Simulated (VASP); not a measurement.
Crystal: SnO2.

```
CELL_PARAMETERS angstrom
4.73800 0.00000 0.00000
0.00000 4.73800 0.00000
0.00000 0.00000 3.18650
ATOMIC_POSITIONS crystal
Sn 0.00000 0.00000 0.00000
Sn 0.50000 0.50000 0.50000
O 0.30710 0.30710 0.00000
O 0.19290 0.80710 0.50000
O 0.69290 0.69290 0.00000
O 0.80710 0.19290 0.50000
```

- Program: VASP 6.6.1
- Task: relaxation of cell and atoms
- Functional: PBE
- Potentials or basis: VASP PAW PBE potentials, release 64 (Sn_d, O)
- Cutoff: 600 eV
- k mesh: 6 × 6 × 9
- Occupations: fermi-dirac, width 0.05 eV
- Spin: no spin polarisation

At the start: pressure 11.6 GPa; volume 11.92 Å³/atom.

Where does the relaxation end?

Over 8 steps the energy falls by 23.7 meV/atom and the volume is 12.61 Å³/atom (+5.8 %); space group P4_2/mnm (No. 136, to 0.05 Å).

The path:
| step | energy change (eV) | largest force (eV/Å) | pressure (GPa) | volume (Å³) |
| --- | --- | --- | --- | --- |
| 1 | 0.0000 | 0.2935 | 11.61 | 71.53 |
| 2 | 0.0632 | 0.3613 | -10.54 | 80.85 |
| 3 | -0.1403 | 0.0643 | -0.02 | 75.52 |
| 4 | -0.1403 | 0.0583 | 0.19 | 75.43 |
| 5 | -0.1420 | 0.0036 | 0.08 | 75.58 |
| 6 | -0.1421 | 0.0189 | 0.05 | 75.63 |
| 7 | -0.1422 | 0.0012 | -0.09 | 75.68 |
| 8 | -0.1422 | 0.0031 | -0.10 | 75.67 |

Final structure:
```xyz
6
Lattice="4.8305 0.0000 0.0000 0.0000 4.8305 0.0000 0.0000 0.0000 3.2431" Properties=species:S:1:pos:R:3 pbc="T T T"
Sn    0.0000    0.0000    0.0000
Sn    2.4153    2.4153    1.6216
O     1.4809    1.4809    0.0000
O     0.9344    3.8961    1.6216
O     3.3496    3.3496    0.0000
O     3.8961    0.9344    1.6216
```
